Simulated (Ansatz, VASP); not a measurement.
## KB6Rh2 in VASP and in Ansatz

```
K B Rh
1.0
     0.00000    4.09792    4.09792
     4.09792    0.00000    4.09792
     4.09792    4.09792    0.00000
K B Rh
1 6 2
Direct
  0.50000 0.50000 0.50000
  0.50000 0.00000 0.00000
  0.00000 0.50000 0.50000
  0.00000 0.50000 0.00000
  0.50000 0.00000 0.50000
  0.00000 0.00000 0.50000
  0.50000 0.50000 0.00000
  0.25000 0.25000 0.25000
  0.75000 0.75000 0.75000
```

Alike in both runs: functional PBE; k mesh 4 × 4 × 4; occupations gaussian, width 0.1 eV; no spin polarisation.

Ansatz relaxed the structure, and its values are those at the end. VASP's run is a single point on that final structure, the one shown.

```csv
,VASP,Ansatz
version,VASP 6.6.1,Ansatz 0.2.0
potentials or method,"VASP PAW PBE potentials, release 64 (K_sv, B, Rh_pv)","scalar-relativistic, plane waves, PAW"
plane-wave cutoff (eV),520,420
valence electrons in the cell,57,61
```

|  | VASP | Ansatz | Ansatz less VASP |
| --- | --- | --- | --- |
| gap on the k mesh at the Fermi level (eV) | none | none | - |
| pressure (GPa) | 0.1 | 0.0 | -0.07 |

A gap of «none» marks a metal or a gap that the smearing closes. The two sets of potentials don't hold the same shells in valence.
